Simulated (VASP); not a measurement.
Here is the system:

```yaml
crystal:
  lattice:
    - [0.00000, 3.58523, 3.58523]
    - [3.58523, 0.00000, 3.58523]
    - [3.58523, 3.58523, 0.00000]
  atoms:
    - { symbol: Ca, position: [0.75000, 0.75000, 0.75000] }
    - { symbol: Ca, position: [0.25000, 0.25000, 0.25000] }
    - { symbol: Si, position: [0.00000, 0.00000, 0.00000] }
```

Calculation: PBEsol GGA, VASP's PBE PAW potentials (set 64) (plane waves; VASP). Settings: 300 eV cut-off, 8×8×8 Γ-centred mesh, Gaussian smearing of 0.010 eV, potentials Ca_sv Si.

At this cut-off the stress carries a Pulay error, which pulls relaxed volumes low.

**Question.** Estimate the energy per atom (σ→0), pressure, band gap (on the k-mesh) with the smallest direct gap where there is one.

**Answer.** 
The band gap (on the k-mesh) is 0.51 eV and the smallest direct gap (on the k-mesh) is 0.51 eV. The energy per atom (σ→0) comes out as -3.793 eV/atom. The pressure comes out as -1.25 GPa.

Total energies compare only between runs with the same potentials, cut-off and functional.

The structure comes from a computed database's Ca2Si entry (Fm-3m); how it stands against other phases isn't given here. The cell was not relaxed at this level.
